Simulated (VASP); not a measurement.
Data:

```
AuCu3
1.0
    3.75000     0.00000     0.00000
    0.00000     3.75000     0.00000
    0.00000     0.00000     3.75000
Cu Au
3 1
Direct
  0.00000   0.50000   0.50000
  0.50000   0.00000   0.50000
  0.50000   0.50000   0.00000
  0.00000   0.00000   0.00000
```

The numbers are results of PBE GGA, VASP's PBE PAW potentials (set 64) (plane waves; VASP), not measurements. Settings: 400 eV cut-off, 6×6×6 Γ-centred mesh, first-order Methfessel-Paxton smearing of 0.10 eV, potentials Cu Au.

Unless said otherwise, spin-orbit coupling is left out, though it shifts the bands of the heavy elements here.

**Question.** Predict the energy per atom (σ→0), pressure, band gap (on the k-mesh) with the smallest direct gap where there is one.

**Answer.** 
The band gap (on the k-mesh) is none (metal, semimetal or under 0.01 eV) and the energy per atom (σ→0) is -3.641 eV/atom. The pressure is 3.34 GPa.

Total energies compare only between runs with the same potentials, cut-off and functional.

The compound is Cu3Au in the L1_2 structure. The cell was not relaxed at this level.
